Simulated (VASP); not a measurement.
Set up this calculation in VASP 6.6.1, as the native input.

| Item | Value |
| --- | --- |
| Task | band structure |
| Functional | rev-vdW-DF2 |
| Potentials or basis | VASP PAW PBE potentials, release 64 (Bi_d) |
| Cutoff | 520 eV |
| k mesh | 12 × 12 × 10 |
| Occupations | methfessel-paxton, width 0.1 eV |
| Spin | no spin polarisation |
| Further INCAR settings | ALGO = Normal; EDIFF = 1e-06; NBANDS = 22 |

The structure of Bi lies in POSCAR:

```
Bi                                      
1.0
    2.2791065035      1.3158427580      3.9752993281
   -2.2791065035      1.3158427580      3.9752993281
   -0.0000000000     -2.6316855058      3.9752993281
  Bi            
     2
Direct
     0.2353314505902427    0.2353314505902427    0.2353314505902286
     0.7646685494097574    0.7646685494097574    0.7646685494097712
```

One way to write it, as run:

INCAR

```
SYSTEM = Bi
  PREC = Accurate
  ENCUT = 520
  EDIFF = 1E-6
  ISMEAR = 1
  SIGMA = 0.1
  LREAL = .False.
  LASPH = .True.
  NELM = 80
  ALGO = Normal
  ISIF = 2
  LWAVE = .False.
  LCHARG = .False.
  GGA = MK
  LUSE_VDW = .True.
  AGGAC = 0.0
  PARAM1 = 0.1234
  PARAM2 = 0.711357
  ZAB_VDW = -1.8867
  NBANDS = 22
  ICORELEVEL = 1
```

KPOINTS

```
regular mesh
0
Gamma
  12 12 10
  0 0 0
```

KPOINTS_OPT

```
explicit points
143
Reciprocal
 0.0000000000  0.0000000000  0.0000000000 1
 0.0357142857  0.0000000000  0.0000000000 1
 0.0714285714  0.0000000000  0.0000000000 1
 0.1071428571  0.0000000000  0.0000000000 1
 0.1428571429  0.0000000000  0.0000000000 1
 0.1785714286  0.0000000000  0.0000000000 1
[... 135 lines left out ...]
 0.6298282752  0.6298282752  0.2403434497 1
 0.6298282752  0.3701717248  0.0000000000 1
```

Potentials or basis: VASP PAW PBE potentials, release 64 (Bi_d).

The run is started by

```console
$ cat potpaw_PBE.64/Bi_d/POTCAR > POTCAR
$ mpirun -np 1 vasp_std > vasp.out
```

Results of the run:

The pressure is 0.0 GPa and the band gap along the path is none (metal or under the smearing width).

Caveat: the PAW data sets were made with another functional, which shifts forces and pressure a little; spin-orbit coupling is left out, which moves the levels of the heavy elements.

It took 4.9 min on 1 thread of Intel(R) Xeon(R) 6975P-C (Granite Rapids), on a shared host, peak memory 0.93 GiB.
